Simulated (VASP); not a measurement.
**WSi (relaxed from the CsCl type structure, space group Pm-3m): computed properties**

These are PBE GGA, VASP's PBE PAW potentials (set 64) (plane waves; VASP) values and carry that method's errors.

For WSi, the space group is Pm-3m (221), the cell comes out as a = b = c = 3.058 Å, α = β = γ = 90.00° and the volume per atom is 14.30 Å³/atom. The band gap (over mesh and band path) is none (metal, semimetal or under 0.01 eV) and the density is 12.31 g/cm³.

```
WSi
1.0
    3.05787     0.00000     0.00000
    0.00000     3.05787     0.00000
    0.00000     0.00000     3.05787
W Si
1 1
Direct
  0.00000   0.00000   0.00000
  0.50000   0.50000   0.50000
```

Unless said otherwise, spin-orbit coupling is left out, though it shifts the bands of the heavy elements here.

The structure was generated: WSi was put into the CsCl type type (Pm-3m), which need not be its known phase. It was relaxed first, which changed the volume by -36 %. Symmetry was kept, so distortions that lower it aren't found.
